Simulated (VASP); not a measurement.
Level of theory: AM05 GGA, VASP's PBE PAW potentials (set 64) (plane waves; VASP 6.6.1).

VASP input:

**INCAR**
```
SYSTEM = As
PREC = Accurate
ENCUT = 520
EDIFF = 1E-6
NELM = 100
ALGO = Normal
LREAL = .FALSE.
LASPH = .TRUE.
ISMEAR = 1
SIGMA = 0.1
GGA = AM
LMAXMIX = 4
LWAVE = .FALSE.
LCHARG = .FALSE.
IBRION = 2
ISIF = 3
NSW = 60
EDIFFG = -0.01
```

**POSCAR**
```
As
1.0
  3.6803640000  -1.8800000000   0.0000000000
  3.6803640000   1.8800000000   0.0000000000
  2.7200240000   0.0000000000   3.1114220000
As
2
Cart
  2.2883307040   0.0000000000   0.7062927940
  7.7924212960   0.0000000000   2.4051292060
```

**KPOINTS**
```
Automatic mesh
0
Gamma
11 11 11
0 0 0
```

POTCAR, in this order: As (PBE.64 set). Program: vasp_std.

What VASP printed:

**OUTCAR**
```
 ion  position               nearest neighbor table
   1  0.227  0.227  0.227-   2 2.52   2 2.52   2 2.52
   2  0.773  0.773  0.773-   1 2.52   1 2.52   1 2.52
  LATTYP: Found a trigonal (rhomboedric) cell.
 ALAT       =     4.1327326520
 COS(alpha) =     0.5861231962
 Subroutine PRICEL returns:
 Original cell was already a primitive cell.
 Subroutine GETGRP returns: Found 12 space group operations
The static configuration has the point symmetry D_3d.
The dynamic configuration has the point symmetry D_3d.
 Subroutine INISYM returns: Found 12 space group operations
 Subroutine IBZKPT returns following result:
 Found    146 irreducible k-points:

 Following reciprocal coordinates:
            Coordinates               Weight
  0.000000  0.000000  0.000000      1.000000
  0.090909  0.000000 -0.000000      6.000000
  0.181818  0.000000  0.000000      6.000000
  0.272727 -0.000000 -0.000000      6.000000
  0.363636  0.000000 -0.000000      6.000000
  0.454545 -0.000000 -0.000000      6.000000
  0.090909  0.090909 -0.000000      6.000000
  0.181818  0.090909 -0.000000     12.000000
  0.272727  0.090909 -0.000000     12.000000
  0.363636  0.090909 -0.000000     12.000000
  0.454545  0.090909 -0.000000     12.000000
 -0.454545  0.090909  0.000000     12.000000
 -0.363636  0.090909  0.000000     12.000000
 -0.272727  0.090909  0.000000     12.000000
 -0.181818  0.090909 -0.000000     12.000000
 -0.090909  0.090909  0.000000      6.000000
  0.181818  0.181818 -0.000000      6.000000
  0.272727  0.181818 -0.000000     12.000000
  0.363636  0.181818 -0.000000     12.000000
  0.454545  0.181818 -0.000000     12.000000
 -0.454545  0.181818  0.000000     12.000000
 -0.363636  0.181818  0.000000     12.000000
 -0.272727  0.181818  0.000000     12.000000
...
```

**OSZICAR**
```
       N       E                     dE             d eps       ncg     rms          rms(c)
DAV:   1     0.312030693653E+02    0.31203E+02   -0.43593E+03  2628   0.925E+02
DAV:   2    -0.842488412039E+01   -0.39628E+02   -0.38405E+02  3938   0.125E+02
DAV:   3    -0.969429427862E+01   -0.12694E+01   -0.12663E+01  3040   0.269E+01
DAV:   4    -0.970124353025E+01   -0.69493E-02   -0.69477E-02  3334   0.204E+00
DAV:   5    -0.970126085239E+01   -0.17322E-04   -0.17322E-04  2942   0.901E-02    0.339E+00
DAV:   6    -0.968251910324E+01    0.18742E-01   -0.61570E-03  2892   0.601E-01    0.203E+00
DAV:   7    -0.967277882164E+01    0.97403E-02   -0.13754E-02  2703   0.928E-01    0.712E-02
DAV:   8    -0.967294346606E+01   -0.16464E-03   -0.40148E-04  2776   0.151E-01    0.277E-02
DAV:   9    -0.967300163939E+01   -0.58173E-04   -0.79398E-05  2974   0.709E-02    0.107E-02
DAV:  10    -0.967300263154E+01   -0.99215E-06   -0.54382E-06  3061   0.169E-02
   1 F= -.96730026E+01 E0= -.96729772E+01  d E =-.967300E+01
       N       E                     dE             d eps       ncg     rms          rms(c)
DAV:   1    -0.967573119270E+01   -0.27296E-02   -0.16205E-01  2653   0.249E+00    0.105E-01
DAV:   2    -0.967621083260E+01   -0.47964E-03   -0.58910E-03  2853   0.568E-01    0.816E-02
DAV:   3    -0.967614146762E+01    0.69365E-04   -0.95314E-05  3230   0.684E-02    0.339E-02
DAV:   4    -0.967612947770E+01    0.11990E-04   -0.40577E-05  2870   0.435E-02    0.463E-03
DAV:   5    -0.967612948703E+01   -0.93337E-08   -0.39652E-06  2674   0.143E-02
   2 F= -.96761295E+01 E0= -.96761336E+01  d E =-.312686E-02
       N       E                     dE             d eps       ncg     rms          rms(c)
DAV:   1    -0.967628418132E+01   -0.15470E-03   -0.17906E-02  2653   0.826E-01    0.350E-02
DAV:   2    -0.967633777701E+01   -0.53596E-04   -0.65244E-04  2850   0.190E-01    0.264E-02
DAV:   3    -0.967632987030E+01    0.79067E-05   -0.99617E-06  3244   0.223E-02    0.111E-02
DAV:   4    -0.967632807767E+01    0.17926E-05   -0.43150E-06  2704   0.143E-02    0.154E-03
DAV:   5    -0.967632809193E+01   -0.14259E-07   -0.41313E-07  1330   0.469E-03
   3 F= -.96763281E+01 E0= -.96763435E+01  d E =-.332546E-02
       N       E                     dE             d eps       ncg     rms          rms(c)
DAV:   1    -0.967968121796E+01   -0.33531E-02   -0.92429E-02  2642   0.176E+00    0.147E-01
DAV:   2    -0.967904621152E+01    0.63501E-03   -0.27756E-03  2702   0.392E-01    0.893E-02
DAV:   3    -0.967867872126E+01    0.36749E-03   -0.11068E-03  2761   0.191E-01    0.169E-02
DAV:   4    -0.967867788513E+01    0.83613E-06   -0.27762E-05  2860   0.423E-02    0.129E-02
DAV:   5    -0.967867629955E+01    0.15856E-05   -0.34000E-06  2786   0.131E-02    0.472E-03
DAV:   6    -0.967867575424E+01    0.54532E-06   -0.51173E-07  1338   0.535E-03
   4 F= -.96786758E+01 E0= -.96787226E+01  d E =-.234766E-02
       N       E                     dE             d eps       ncg     rms          rms(c)
DAV:   1    -0.969199693417E+01   -0.13321E-01   -0.83849E-01  2646   0.533E+00    0.446E-01
DAV:   2    -0.968621848189E+01    0.57785E-02   -0.24617E-02  2688   0.118E+00    0.269E-01
DAV:   3    -0.968292080731E+01    0.32977E-02   -0.99796E-03  2792   0.577E-01    0.519E-02
DAV:   4    -0.968291686917E+01    0.39381E-05   -0.25804E-04  2847   0.130E-01    0.405E-02
DAV:   5    -0.968290948140E+01    0.73878E-05   -0.31224E-05  3195   0.395E-02    0.147E-02
DAV:   6    -0.968290839626E+01    0.10851E-05   -0.46106E-06  2684   0.159E-02    0.194E-03
DAV:   7    -0.968290838825E+01    0.80126E-08   -0.40448E-07  1338   0.439E-03
   5 F= -.96829084E+01 E0= -.96829800E+01  d E =-.658030E-02
       N       E                     dE             d eps       ncg     rms          rms(c)
DAV:   1    -0.968439407404E+01   -0.14857E-02   -0.11625E-01  2644   0.198E+00    0.167E-01
DAV:   2    -0.968362102216E+01    0.77305E-03   -0.34179E-03  2693   0.440E-01    0.102E-01
DAV:   3    -0.968316576709E+01    0.45526E-03   -0.13403E-03  2806   0.212E-01    0.191E-02
DAV:   4    -0.968316447193E+01    0.12952E-05   -0.31477E-05  2890   0.458E-02    0.145E-02
DAV:   5    -0.968316259760E+01    0.18743E-05   -0.40984E-06  2863   0.144E-02    0.522E-03
DAV:   6    -0.968316200075E+01    0.59685E-06   -0.57362E-07  1335   0.576E-03
   6 F= -.96831620E+01 E0= -.96832406E+01  d E =-.683391E-02
       N       E                     dE             d eps       ncg     rms          rms(c)
DAV:   1    -0.968320975152E+01   -0.47154E-04   -0.35386E-03  2643   0.345E-01    0.291E-02
DAV:   2    -0.968318634597E+01    0.23406E-04   -0.10490E-04  2694   0.772E-02    0.178E-02
DAV:   3    -0.968317169378E+01    0.14652E-04   -0.40199E-05  2810   0.366E-02    0.331E-03
DAV:   4    -0.968317184166E+01   -0.14788E-06   -0.85881E-07  1561   0.772E-03
   7 F= -.96831718E+01 E0= -.96832513E+01  d E =-.684375E-02
       N       E                     dE             d eps       ncg     rms          rms(c)
DAV:   1    -0.968366907131E+01   -0.49738E-03   -0.99165E-03  2687   0.622E-01    0.489E-02
DAV:   2    -0.968360064903E+01    0.68422E-04   -0.25110E-04  2976   0.112E-01    0.268E-02
DAV:   3    -0.968357426865E+01    0.26380E-04   -0.10213E-04  3308   0.634E-02    0.601E-03
DAV:   4    -0.968357476213E+01   -0.49348E-06   -0.94222E-06  2742   0.240E-02
   8 F= -.96835748E+01 E0= -.96836330E+01  d E =-.402920E-03
       N       E                     dE             d eps       ncg     rms          rms(c)
DAV:   1    -0.968364158355E+01   -0.67315E-04   -0.13281E-03  2688   0.227E-01    0.179E-02
DAV:   2    -0.968363242661E+01    0.91569E-05   -0.33879E-05  2962   0.411E-02    0.980E-03
DAV:   3    -0.968362889918E+01    0.35274E-05   -0.13761E-05  3328   0.233E-02    0.223E-03
DAV:   4    -0.968362897112E+01   -0.71938E-07   -0.12197E-06  1461   0.884E-03
   9 F= -.96836290E+01 E0= -.96836873E+01  d E =-.457129E-03
```

### OUTCAR
```
------------------------ aborting loop because EDIFF is reached ----------------------------------------
  FORCE on cell =-STRESS in cart. coord.  units (eV):
  Direction    XX          YY          ZZ          XY          YZ          ZX
  --------------------------------------------------------------------------------------
  Total       -0.0060597      0.0160681      0.0139601      0.0000000      0.0000000     -0.0068297
  in kB       -0.2319710      0.6151064      0.5344098      0.0000000      0.0000000     -0.2614503
  external PRESSURE =       0.3058484 kB  Pullay stress =       0.0000000 kB
  volume of cell :       41.85
      direct lattice vectors                 reciprocal lattice vectors
     3.551363777 -1.890711120 -0.046287823     0.139268600 -0.264450764 -0.116802616
     3.551363777  1.890711120 -0.046287823     0.139268600  0.264450764 -0.116802616
     2.585552340  0.000000000  3.082861209     0.004182115  0.000000000  0.320866512
 POSITION                                       TOTAL-FORCE (eV/Angst)
 -----------------------------------------------------------------------------------
      2.22889      0.00000      0.68795        -0.008686      0.000000     -0.002681
      7.45938      0.00000      2.30234         0.008686      0.000000      0.002681
 -----------------------------------------------------------------------------------
    total drift:                               -0.000000     -0.000000     -0.000000
  FREE ENERGIE OF THE ION-ELECTRON SYSTEM (eV)
  ---------------------------------------------------
  free  energy   TOTEN  =        -9.6836289711 eV

  energy  without entropy=       -9.6838039449  energy(sigma->0) =       -9.68368730

 reached required accuracy - stopping structural energy minimisation
```
(Selected blocks of OUTCAR.)

File CONTCAR:
```
As
   1.00000000000000
     3.5513637765100436   -1.8907111204836144   -0.0462878234692097
     3.5513637765100436    1.8907111204836144   -0.0462878234692097
     2.5855523401038085    0.0000000000000000    3.0828612086630405
  As
     2
Direct
     0.2300609578782563    0.2300609578782563    0.2300609578820791
     0.7699390421217436    0.7699390421217436    0.7699390421179210
```

Energy and stress use the plane-wave basis of the starting cell.

The compound is As in the a7 structure. This run relaxes it. Symmetry was kept, so distortions that lower it aren't found.
